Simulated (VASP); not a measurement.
Calculation: PBE GGA, VASP's PBE PAW potentials (set 64) (plane waves; VASP).

VASP ran on this input.

POSCAR:
```
NaSrCl3
1
    5.4218160000     0.0000000000     0.0000000000
    0.0000000000     5.4218160000     0.0000000000
    0.0000000000     0.0000000000     5.4218160000
Na Sr Cl
1 1 3
Direct
  0.0000000000   0.0000000000   0.0000000000
  0.5000000000   0.5000000000   0.5000000000
  0.0000000000   0.5000000000   0.5000000000
  0.5000000000   0.5000000000   0.0000000000
  0.5000000000   0.0000000000   0.5000000000
```

**KPOINTS**
```
Automatic mesh
0
Gamma
4 4 4
0 0 0
```

**INCAR**
```
ALGO  =  Normal
EDIFF  =  1E-6
ENCUT  =  400
GGA  =  PE
ISIF  =  2
ISMEAR  =  0
ISYM  =  -1
LASPH  =  .TRUE.
LCHARG  =  .FALSE.
LMAXMIX  =  4
LREAL  =  .FALSE.
LWAVE  =  .FALSE.
NELM  =  100
PREC  =  Accurate
SIGMA  =  0.05
SYSTEM  =  NaSrCl3
```

POTCAR, in this order: Na_pv Sr_sv Cl (PBE.64 set). Program: vasp_std.

The run wrote:

OUTCAR:
```
 ion  position               nearest neighbor table
   1  0.000  0.000  0.000-
   2  0.500  0.500  0.500-   3 2.71   4 2.71   5 2.71   4 2.71   5 2.71   3 2.71
   3  0.000  0.500  0.500-   2 2.71   2 2.71
   4  0.500  0.500  0.000-   2 2.71   2 2.71
   5  0.500  0.000  0.500-   2 2.71   2 2.71
 Subroutine IBZKPT returns following result:
 Found     64 irreducible k-points:

 Following reciprocal coordinates:
            Coordinates               Weight
  0.000000  0.000000  0.000000      1.000000
  0.250000  0.000000  0.000000      1.000000
  0.500000  0.000000  0.000000      1.000000
 -0.250000  0.000000  0.000000      1.000000
  0.000000  0.250000  0.000000      1.000000
  0.250000  0.250000  0.000000      1.000000
  0.500000  0.250000  0.000000      1.000000
 -0.250000  0.250000  0.000000      1.000000
  0.000000  0.500000  0.000000      1.000000
  0.250000  0.500000  0.000000      1.000000
  0.500000  0.500000  0.000000      1.000000
 -0.250000  0.500000  0.000000      1.000000
  0.000000 -0.250000  0.000000      1.000000
  0.250000 -0.250000  0.000000      1.000000
  0.500000 -0.250000  0.000000      1.000000
 -0.250000 -0.250000  0.000000      1.000000
  0.000000  0.000000  0.250000      1.000000
  0.250000  0.000000  0.250000      1.000000
  0.500000  0.000000  0.250000      1.000000
 -0.250000  0.000000  0.250000      1.000000
  0.000000  0.250000  0.250000      1.000000
  0.250000  0.250000  0.250000      1.000000
  0.500000  0.250000  0.250000      1.000000
 -0.250000  0.250000  0.250000      1.000000
  0.000000  0.500000  0.250000      1.000000
  0.250000  0.500000  0.250000      1.000000
  0.500000  0.500000  0.250000      1.000000
 -0.250000  0.500000  0.250000      1.000000
  0.000000 -0.250000  0.250000      1.000000
  0.250000 -0.250000  0.250000      1.000000
  0.500000 -0.250000  0.250000      1.000000
 -0.250000 -0.250000  0.250000      1.000000
  0.000000  0.000000  0.500000      1.000000
  0.250000  0.000000  0.500000      1.000000
  0.500000  0.000000  0.500000      1.000000
 -0.250000  0.000000  0.500000      1.000000
  0.000000  0.250000  0.500000      1.000000
  0.250000  0.250000  0.500000      1.000000
  0.500000  0.250000  0.500000      1.000000
 -0.250000  0.250000  0.500000      1.000000
   k-points           NKPTS =     64   k-points in BZ     NKDIM =     64   number of bands    NBANDS=     23
   number of dos      NEDOS =    301   number of ions     NIONS =      5
   total plane-waves  NPLWV =  46656
   dimension x,y,z NGX =    36 NGY =   36 NGZ =   36
   dimension x,y,z NGXF=    72 NGYF=   72 NGZF=   72
   ions per type =               1   1   3
   PREC   = accura    normal or accurate (medium, high low for compatibility)
   ISTART =      0    job   : 0-new  1-cont  2-samecut
   ICHARG =      2    charge: 1-file 2-atom 10-const
   ISPIN  =      1    spin polarized calculation?
   LNONCOLLINEAR =      F non collinear calculations
   LSORBIT =      F    spin-orbit coupling
   INIWAV =      1    electr: 0-lowe 1-rand  2-diag
   ENCUT  =  400.0 eV  29.40 Ry    5.42 a.u.   8.84  8.84  8.84*2*pi/ulx,y,z
   NELM   =    100;   NELMIN=  2; NELMDL= -5     # of ELM steps
   EDIFF  = 0.1E-05   stopping-criterion for ELM
   LREAL  =      F    real-space projection
   NLSPLINE    = F    spline interpolate recip. space projectors
   LMAXMIX     =    4 max onsite mixed and CHGCAR
   VOSKOWN=      0    Vosko Wilk Nusair interpolation
   EDIFFG = 0.1E-04   stopping-criterion for IOM
   NSW    =      0    number of steps for IOM
   NBLOCK =      1;   KBLOCK =      1    inner block; outer block
   IBRION =     -1    ionic relax: 0-MD 1-quasi-New 2-CG
...
```

**OSZICAR**
```
       N       E                     dE             d eps       ncg     rms          rms(c)
DAV:   1     0.299492177861E+03    0.29949E+03   -0.15591E+04  3128   0.121E+03
DAV:   2     0.123690874250E+02   -0.28712E+03   -0.27956E+03  3788   0.310E+02
DAV:   3    -0.184543715767E+02   -0.30823E+02   -0.30774E+02  4388   0.103E+02
DAV:   4    -0.193785996738E+02   -0.92423E+00   -0.92340E+00  4459   0.178E+01
DAV:   5    -0.194135595907E+02   -0.34960E-01   -0.34957E-01  4717   0.213E+00    0.254E+01
DAV:   6    -0.184643246160E+02    0.94923E+00   -0.16238E+00  3686   0.573E+00    0.158E+01
DAV:   7    -0.181996675945E+02    0.26466E+00   -0.12173E+00  4089   0.521E+00    0.182E+00
DAV:   8    -0.181697830656E+02    0.29885E-01   -0.14423E-01  3781   0.205E+00    0.466E-01
DAV:   9    -0.181666414659E+02    0.31416E-02   -0.10573E-02  3826   0.630E-01    0.300E-01
DAV:  10    -0.181655856589E+02    0.10558E-02   -0.56067E-03  3567   0.468E-01    0.966E-02
DAV:  11    -0.181656391659E+02   -0.53507E-04   -0.46518E-04  4601   0.135E-01    0.554E-02
DAV:  12    -0.181656731218E+02   -0.33956E-04   -0.36386E-05  3691   0.431E-02    0.156E-02
DAV:  13    -0.181656791266E+02   -0.60048E-05   -0.11963E-05  3674   0.212E-02    0.102E-02
DAV:  14    -0.181656793520E+02   -0.22531E-06   -0.12050E-06  2837   0.768E-03
   1 F= -.18165679E+02 E0= -.18165679E+02  d E =-.165558E-19
```

**OUTCAR**
```
------------------------ aborting loop because EDIFF is reached ----------------------------------------
  FORCE on cell =-STRESS in cart. coord.  units (eV):
  Direction    XX          YY          ZZ          XY          YZ          ZX
  --------------------------------------------------------------------------------------
  Total        3.4952562      3.4952713      3.4952247     -0.0000007      0.0000015     -0.0000034
  in kB       35.1362392     35.1363913     35.1359220     -0.0000075      0.0000150     -0.0000346
  external PRESSURE =      35.1361841 kB  Pullay stress =       0.0000000 kB
  volume of cell :      159.38
      direct lattice vectors                 reciprocal lattice vectors
     5.421816000  0.000000000  0.000000000     0.184440047  0.000000000  0.000000000
     0.000000000  5.421816000  0.000000000     0.000000000  0.184440047  0.000000000
     0.000000000  0.000000000  5.421816000     0.000000000  0.000000000  0.184440047
 POSITION                                       TOTAL-FORCE (eV/Angst)
 -----------------------------------------------------------------------------------
      0.00000      0.00000      0.00000        -0.000001     -0.000000      0.000003
      2.71091      2.71091      2.71091        -0.000001      0.000004     -0.000002
      0.00000      2.71091      2.71091         0.000005     -0.000001      0.000001
      2.71091      2.71091      0.00000         0.000004     -0.000005      0.000003
      2.71091      0.00000      2.71091        -0.000006      0.000002     -0.000006
 -----------------------------------------------------------------------------------
    total drift:                                0.000005      0.000000     -0.000014
  FREE ENERGIE OF THE ION-ELECTRON SYSTEM (eV)
  ---------------------------------------------------
  free  energy   TOTEN  =       -18.1656793520 eV

  energy  without entropy=      -18.1656793520  energy(sigma->0) =      -18.16567935
```
(Selected blocks of OUTCAR.)

The structure was generated: NaSrCl3 was put into the cubic-perovskite type (Pm-3m), which need not be its known phase. The cell was not relaxed at this level. The run is one of a series of settings (ISYM = -1 against the base run), some of them coarse on purpose.
